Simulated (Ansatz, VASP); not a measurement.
## Mg7CoO8 (a cell with a defect) in VASP and in Ansatz

INCAR

```
SYSTEM = Mg7CoO8
PREC = Accurate
ENCUT = 520
EDIFF = 1E-7
ISMEAR = 0
SIGMA = 0.01
LREAL = Auto
LASPH = .TRUE.
NELM = 150
ALGO = Normal
ISIF = 2
LWAVE = .FALSE.
LCHARG = .FALSE.
ISPIN = 2
MAGMOM = 0 0 0 0 0 0 0 3 0 0 0 0 0 0 0 0
LORBIT = 11
LMAXMIX = 4
LDAU = .TRUE.
LDAUTYPE = 2
LDAUL = -1 2 -1
LDAUU = 0 3.2 0
LDAUJ = 0 0 0
LDAUPRINT = 1
NBANDS = 54
```

Contents of KPOINTS:

```
regular mesh
0
G
  2 2 2
  0 0 0
```

Contents of POSCAR:

```
Mg7CoO8
1.0
    0.0000000000      4.3481000000      4.3481000000
    4.3481000000      0.0000000000      4.3481000000
    4.3481000000      4.3481000000      0.0000000000
Mg Co O
7 1 8
Direct
    0.9878010300      0.0057530400      0.9997875400
    0.0118038800      0.9804527600      0.5056642300
    0.9940867800      0.4995929100      0.5018981300
    0.4854816700      0.0118115900      0.0032462600
    0.5000057000      0.0016869000      0.4901239900
    0.4926855500      0.5014766500      0.9922720000
    0.5042112800      0.4837419100      0.5051861700
    0.9925552600      0.4956245300      0.0071453000
    0.2465326700      0.2464134700      0.2544617500
    0.2505876800      0.2420425700      0.7473136800
    0.2398825400      0.7674873200      0.2447471300
    0.2519085200      0.7454308000      0.7508721200
    0.7450322800      0.2540688200      0.2419650800
    0.7568658400      0.2451120500      0.7499844900
    0.7513899700      0.7565027500      0.2479999100
    0.7497856600      0.7444421100      0.7378618100
```

Input for Ansatz:

```yaml
crystal:
  lattice:
    - [0.0, 4.3481, 4.3481]
    - [4.3481, 0.0, 4.3481]
    - [4.3481, 4.3481, 0.0]
  atoms:
    - { symbol: Mg, position: [0.98780103, 0.00575304, 0.99978754] }
    - { symbol: Mg, position: [0.01180388, 0.98045276, 0.50566423] }
    - { symbol: Co, position: [0.99255526, 0.49562453, 0.0071453], spin: 3.0 }
    - { symbol: Mg, position: [0.99408678, 0.49959291, 0.50189813] }
    - { symbol: Mg, position: [0.48548167, 0.01181159, 0.00324626] }
    - { symbol: Mg, position: [0.5000057, 0.0016869, 0.49012399] }
    - { symbol: Mg, position: [0.49268555, 0.50147665, 0.992272] }
    - { symbol: Mg, position: [0.50421128, 0.48374191, 0.50518617] }
    - { symbol: O, position: [0.24653267, 0.24641347, 0.25446175] }
    - { symbol: O, position: [0.25058768, 0.24204257, 0.74731368] }
    - { symbol: O, position: [0.23988254, 0.76748732, 0.24474713] }
    - { symbol: O, position: [0.25190852, 0.7454308, 0.75087212] }
    - { symbol: O, position: [0.74503228, 0.25406882, 0.24196508] }
    - { symbol: O, position: [0.75686584, 0.24511205, 0.74998449] }
    - { symbol: O, position: [0.75138997, 0.75650275, 0.24799991] }
    - { symbol: O, position: [0.74978566, 0.74444211, 0.73786181] }
magnetization:
  spin_polarized: true
hamiltonian:
  xc: lda
  pseudopotentials: { kind: paw }
  hubbard: { sites: [{ species: Co, l: d, u_eff: 3.2 }] }
basis:
  ecutwfc: 420
kpoints:
  mp_grid: { grid: [2, 2, 2] }
scf:
  occupations: { method: gaussian, width: 0.01 }
  lower_state_search: "off"
output:
  forces: true
  stress: true
  write_density: true
  write_potential: true
  elf: true
  volumetric_format: npy
```

Alike in both runs: task single point; functional LDA; k mesh 2 × 2 × 2; occupations gaussian, width 0.01 eV; collinear spin; Hubbard terms Co d U = 3.2 eV.

|  | VASP | Ansatz |
| --- | --- | --- |
| version | VASP 6.6.1 | Ansatz 0.2.0 |
| potentials or method | VASP PAW LDA potentials, release 64 (Mg, Co, O) | PAW, plane waves, scalar-relativistic |
| plane-wave cutoff (eV) | 520 | 420 |
| valence electrons in the cell | 71 | 135 |

Ansatz gave:

| Item | Value |
| --- | --- |
| gap on the k mesh at the Fermi level (eV) | 2.26 |
| pressure (GPa) | -17.2 |
| largest component of the traceless stress (GPa) | 0.36 |
| rms of the force components (eV/Å) | 0.267 |
| net moment per atom (μB) | 0.19 |
| size of the moment on the site where the two differ most (μB) | 2.53 |

**Question.** Estimate VASP's values.

**Answer.** gap on the k mesh at the Fermi level (eV): 2.18; pressure (GPa): -19.0; largest component of the traceless stress (GPa): 0.39; rms of the force components (eV/Å): 0.272; net moment per atom (μB): 0.19; size of the moment on the site where the two differ most (μB): 2.66.

Site moments also hang on the region over which each program counts them. The programs project onto different local orbitals, so the same U acts differently. The two sets of potentials don't hold the same shells in valence.

Caveats: the k mesh is coarse (spacing up to 0.63 Å⁻¹), so the values aren't converged. The state reached can hang on the start; a lower one may exist.
